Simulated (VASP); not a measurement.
Calculation: PBEsol GGA, VASP's PBE PAW potentials (set 64) (plane waves; VASP).

VASP input:

**POSCAR**
```
Dy
1
    1.8122040468    -3.0772836131     0.0000000000
    1.8122040468     3.0772836131     0.0000000000
    0.0000000000     0.0000000000     5.6169388930
Dy
2
Direct
  0.3333330000   0.6666670000   0.2500000000
  0.6666670000   0.3333330000   0.7500000000
```

**INCAR**
```
SYSTEM = Dy
PREC = Accurate
ENCUT = 480
EDIFF = 1E-7
NELM = 100
ALGO = Normal
LREAL = .FALSE.
LASPH = .TRUE.
ISMEAR = 1
SIGMA = 0.1
GGA = PS
LMAXMIX = 6
LWAVE = .FALSE.
LCHARG = .FALSE.
ISIF = 2
```

**KPOINTS**
```
kpoints
0
gamma
12 12 6
```

POTCAR, in this order: Dy_3 (PBE.64 set). Program: vasp_std.

The resulting files:

**OSZICAR**
```
       N       E                     dE             d eps       ncg     rms          rms(c)
DAV:   1     0.470647349217E+02    0.47065E+02   -0.84681E+03  4480   0.117E+03
DAV:   2    -0.658326703760E+01   -0.53648E+02   -0.52631E+02  4542   0.301E+02
DAV:   3    -0.978853967181E+01   -0.32053E+01   -0.29424E+01  6299   0.395E+01
DAV:   4    -0.991345718608E+01   -0.12492E+00   -0.12108E+00  5824   0.833E+00
DAV:   5    -0.991837944329E+01   -0.49223E-02   -0.48866E-02  6408   0.113E+00    0.242E+01
DAV:   6    -0.990855537375E+01    0.98241E-02   -0.27434E-02  6844   0.149E+00    0.144E+01
DAV:   7    -0.991259800850E+01   -0.40426E-02   -0.47973E-02  6722   0.200E+00    0.245E-01
DAV:   8    -0.991215378247E+01    0.44423E-03   -0.27715E-03  5602   0.436E-01    0.589E-02
DAV:   9    -0.991215635779E+01   -0.25753E-05   -0.23376E-04  5598   0.142E-01    0.302E-02
DAV:  10    -0.991215126562E+01    0.50922E-05   -0.29223E-05  5622   0.444E-02    0.302E-02
DAV:  11    -0.991215145505E+01   -0.18943E-06   -0.22455E-06  5312   0.133E-02    0.259E-03
DAV:  12    -0.991215163738E+01   -0.18233E-06   -0.37954E-07  4899   0.558E-03    0.326E-03
DAV:  13    -0.991215155383E+01    0.83546E-07   -0.43638E-08  2781   0.194E-03
   1 F= -.99121516E+01 E0= -.99122988E+01  d E =0.441766E-03
```

File OUTCAR:
```
------------------------ aborting loop because EDIFF is reached ----------------------------------------
  FORCE on cell =-STRESS in cart. coord.  units (eV):
  Direction    XX          YY          ZZ          XY          YZ          ZX
  --------------------------------------------------------------------------------------
  Total       -0.8054753     -0.3368852     -0.8204227      0.0000000     -0.0000000      0.0000000
  in kB      -20.5995871     -8.6156526    -20.9818578      0.0000000     -0.0000000      0.0000000
  external PRESSURE =     -16.7323658 kB  Pullay stress =       0.0000000 kB
  volume of cell :       62.65
      direct lattice vectors                 reciprocal lattice vectors
     1.812204047 -3.077283613  0.000000000     0.275907120 -0.162480961  0.000000000
     1.812204047  3.077283613  0.000000000     0.275907120  0.162480961  0.000000000
     0.000000000  0.000000000  5.616938893     0.000000000  0.000000000  0.178032914
 POSITION                                       TOTAL-FORCE (eV/Angst)
 -----------------------------------------------------------------------------------
      1.81220      1.02576      1.40423         0.000000      0.020271     -0.000000
      1.81220     -1.02576      4.21270         0.000000     -0.020271      0.000000
 -----------------------------------------------------------------------------------
    total drift:                                0.000000      0.000000      0.000000
  FREE ENERGIE OF THE ION-ELECTRON SYSTEM (eV)
  ---------------------------------------------------
  free  energy   TOTEN  =        -9.9121515538 eV

  energy  without entropy=       -9.9125933201  energy(sigma->0) =       -9.91229881
```
(Selected blocks of OUTCAR.)

The 4f electrons are frozen in the core of the lanthanide potential, so 4f levels, which can set the real gap, and their magnetism are missing.

The compound is Dy in the hcp structure. This cell was strained or had an atom moved on purpose.
